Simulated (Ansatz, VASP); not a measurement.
One calculation of Co3Bi, two programs

```
CELL_PARAMETERS angstrom
0.00000 3.06161 3.06161
3.06161 0.00000 3.06161
3.06161 3.06161 0.00000
ATOMIC_POSITIONS crystal
Co 0.25000 0.25000 0.25000
Co 0.75000 0.75000 0.75000
Co 0.50000 0.50000 0.50000
Bi 0.00000 0.00000 0.00000
```

Alike in both runs: task single point; functional r2SCAN; k mesh 12 × 12 × 12; occupations gaussian, width 0.1 eV; no spin polarisation.

```csv
,VASP,Ansatz
version,VASP 6.6.1,Ansatz 0.2.0
potentials or method,"VASP PAW PBE potentials, release 64 (Co, Bi_d)","scalar-relativistic, plane waves, PAW"
plane-wave cutoff (eV),520,500
valence electrons in the cell,42,66
```

Ansatz gave:

- gap on the k mesh at the Fermi level (eV): none
- pressure (GPa): -12.8

Task: Which values does VASP return?

Result: gap on the k mesh at the Fermi level (eV): none; pressure (GPa): -12.3.

A gap of «none» marks a metal or a gap that the smearing closes. With one functional, cell and mesh, what is left measures potentials, basis and numerics. The two sets of potentials don't hold the same shells in valence.

Caveats: the PAW data sets were made with another functional, which shifts forces and pressure a little (VASP); spin-orbit coupling is left out, which moves the levels of the heavy elements. Spin polarisation is off, so any magnetic state and its effect on volume and gap are missing.
